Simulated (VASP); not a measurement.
The system is ZnH.

```
Zn H
1.0
     2.94802    0.00000    0.00000
     0.00000    2.94802    0.00000
     0.00000    0.00000    2.94802
Zn H
1 1
Direct
  0.50000 0.50000 0.50000
  0.00000 0.00000 0.00000
```

The cell was built by a generator and needn't be a form met in nature.

- Program: VASP 6.6.1
- Task: relaxation of cell and atoms
- Functional: PW91
- Potentials or basis: VASP PAW PBE potentials, release 64 (Zn, H_s)
- Cutoff: 480 eV
- k mesh: 9 × 9 × 9
- Occupations: tetrahedron
- Spin: no spin polarisation

At the start: pressure -9.7 GPa; volume 12.81 Å³/atom.

Q: How do energy, volume and symmetry change on relaxing?

A: Over 4 steps the energy falls by 108.4 meV/atom and the volume is 10.00 Å³/atom (-22.0 %); space group Pm-3m (No. 221, to 0.05 Å).

Step by step:
```tsv
step	energy change (eV)	largest force (eV/Å)	pressure (GPa)	volume (Å³)
1	0.0000	0.0000	-9.69	25.62
2	-0.1467	0.0000	-6.76	22.85
3	-0.2112	0.0000	-1.91	20.70
4	-0.2169	0.0000	-0.12	19.99
```

Final structure:
```yaml
crystal:
  lattice:
    - [2.71402, 0.00000, 0.00000]
    - [0.00000, 2.71402, 0.00000]
    - [0.00000, 0.00000, 2.71402]
  atoms:
    - { symbol: Zn, position: [0.50000, 0.50000, 0.50000] }
    - { symbol: H, position: [0.00000, 0.00000, 0.00000] }
```

Caveat: the volume moved by over 15 % at a fixed basis, so the end points are rough; the PAW data sets were made with another functional, which shifts forces and pressure a little; tetrahedron occupations give inexact forces and stress in metals.
